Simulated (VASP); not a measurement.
An input for Quantum ESPRESSO's pw.x (written as the equivalent of a VASP run, and not itself run):

```
&CONTROL
  calculation = 'vc-relax'
  pseudo_dir = './pseudo'
  outdir = './out'
  tprnfor = .true.
  tstress = .true.
  nstep = 60
  forc_conv_thr = 0.00078
/
&SYSTEM
  ibrav = 0
  nat = 3
  ntyp = 2
  ecutwfc = 84
  occupations = 'smearing'
  smearing = 'gaussian'
  degauss = 0.003675
  input_dft = 'vdw-df-ob86'
/
&ELECTRONS
  conv_thr = 7.3e-08
  electron_maxstep = 100
/
&IONS
/
&CELL
/
ATOMIC_SPECIES
  Pt 195.084 Pt.upf
  S 32.060 S.upf
CELL_PARAMETERS angstrom
     1.7926132   -3.1048972   -0.0000000
     1.7926132    3.1048972    0.0000000
     0.0000000    0.0000000    4.8730993
ATOMIC_POSITIONS crystal
  Pt   0.0000000  1.0000000  0.0000000
  S    0.3333330  0.6666670  0.2506915
  S    0.6666670  0.3333330  0.7493085
K_POINTS automatic
  7 7 4 0 0 0
```

Question: Translate this input to VASP (INCAR, KPOINTS, POSCAR, choice of POTCAR).

Answer: Several could match; the one computed here: 
File POSCAR:
```
PtS2
1.0
  1.7926132177  -3.1048972446   0.0000000000
  1.7926132177   3.1048972446   0.0000000000
  0.0000000000   0.0000000000   4.8730992812
Pt S
1 2
Cartesian
  1.7926132177   3.1048972446   0.0000000000
  1.7926132177   1.0349678181   1.2216447103
  1.7926132177  -1.0349678181   3.6514545709
```

### INCAR
```
! general
SYSTEM    =  PtS2
PREC      =  Accurate
ENCUT     =  520
LREAL     =  .FALSE.
LASPH     =  .TRUE.   ! aspherical one-centre terms

! electronic loop
EDIFF     =  1E-6   ! SCF stop (eV)
NELM      =  100
ALGO      =  Normal
LMAXMIX   =  6   ! l cut-off of mixed one-centre charges

! smearing
ISMEAR    =  0   ! Gaussian
SIGMA     =  0.05   ! width (eV)

! functional
GGA       =  MK
LUSE_VDW  =  .TRUE.
AGGAC     =  0.0
PARAM1    =  0.1234
PARAM2    =  1.0

! ions
IBRION    =  2
NSW       =  60   ! most ionic steps
ISIF      =  3   ! ions, shape and volume
EDIFFG    =  -0.02

! output
LWAVE     =  .FALSE.
LCHARG    =  .FALSE.
```

KPOINTS:
```
Automatic mesh
0
Gamma
7 7 4
0 0 0
```

POTCAR, in this order: Pt S (PBE.64 set). Program: vasp_std.

What does not carry over: the potentials are each code's own (VASP's PAW set, PseudoDojo norm-conserving files in pw.x), so ENCUT and ecutwfc are chosen apart and not converted; conv_thr bounds pw.x's estimated SCF error, while EDIFF bounds the energy change between steps; forc_conv_thr acts on force components and is met together with etot_conv_thr.

The compound is PtS2 in the 1T layered structure. It was relaxed first. The start is the result of an earlier pass.
